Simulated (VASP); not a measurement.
The input files of a VASP run:

**INCAR**
```
! general
SYSTEM  = Be3HgTe4
PREC    = Accurate
ENCUT   = 400   ! plane-wave cut-off (eV)
LREAL   = .FALSE.
LASPH   = .TRUE.   ! aspherical one-centre terms

! electronic loop
EDIFF   = 1E-6
NELM    = 100   ! most electronic steps
ALGO    = Normal
LMAXMIX = 6   ! l cut-off of mixed one-centre charges

! smearing
ISMEAR  = 0   ! Gaussian
SIGMA   = 0.05   ! width (eV)

! functional
GGA     = PS   ! PBEsol

! ions
IBRION  = 2
NSW     = 60
ISIF    = 3
EDIFFG  = -0.02   ! ionic stop

! output
LWAVE   = .FALSE.
LCHARG  = .FALSE.
```

**POSCAR**
```
Be3HgTe4
1
   -0.0000000000     2.9064678248     2.9064678248
    2.9064678248    -0.0000000000     2.9064678248
   11.7567784045    11.7567784045    -0.1309071051
Hg Te Be
1 4 3
Direct
  0.0141070656   0.0141070656   0.9894197008
  0.2122283449   0.2122283449   0.0908287413
  0.2366155509   0.2366155509   0.3225383368
  0.2580542419   0.2580542419   0.5564593186
  0.2815735477   0.2815735477   0.7888198392
  0.9773663729   0.9773663729   0.2669752203
  0.9996771643   0.9996771643   0.5002421268
  0.0203777117   0.0203777117   0.7347167162
```

File KPOINTS:
```
kpoints
0
gamma
6 6 2
0 0 0
```

POTCAR, in this order: Hg Te Be (PBE.64 set). Program: vasp_std.

**Question.** Write an equivalent input for Quantum ESPRESSO's pw.x.

**Answer.** One equivalent input (not run):
```
&CONTROL
  calculation = 'vc-relax'
  pseudo_dir = './pseudo'
  outdir = './out'
  tprnfor = .true.
  tstress = .true.
  nstep = 60
  forc_conv_thr = 0.00078
/
&SYSTEM
  ibrav = 0
  nat = 8
  ntyp = 3
  ecutwfc = 88
  occupations = 'smearing'
  smearing = 'gaussian'
  degauss = 0.003675
  input_dft = 'pbesol'
/
&ELECTRONS
  conv_thr = 7.3e-08
  electron_maxstep = 100
/
&IONS
/
&CELL
/
ATOMIC_SPECIES
  Hg 200.592 Hg.upf
  Te 127.600 Te.upf
  Be 9.012 Be.upf
CELL_PARAMETERS angstrom
    -0.0000000    2.9064678    2.9064678
     2.9064678   -0.0000000    2.9064678
    11.7567784   11.7567784   -0.1309071
ATOMIC_POSITIONS crystal
  Hg   0.0141071  0.0141071  0.9894197
  Te   0.2122283  0.2122283  0.0908287
  Te   0.2366156  0.2366156  0.3225383
  Te   0.2580542  0.2580542  0.5564593
  Te   0.2815735  0.2815735  0.7888198
  Be   0.9773664  0.9773664  0.2669752
  Be   0.9996772  0.9996772  0.5002421
  Be   0.0203777  0.0203777  0.7347167
K_POINTS automatic
  6 6 2 0 0 0
```
Limits of the translation: the potentials are each code's own (VASP's PAW set, PseudoDojo norm-conserving files in pw.x), so ENCUT and ecutwfc are chosen apart and not converted; conv_thr bounds pw.x's estimated SCF error, while EDIFF bounds the energy change between steps; forc_conv_thr acts on force components and is met together with etot_conv_thr.

The structure was generated: Be3HgTe4 was put into an ordered model structure (R3m), which need not be its known phase. It was relaxed first. The start is the result of an earlier pass.
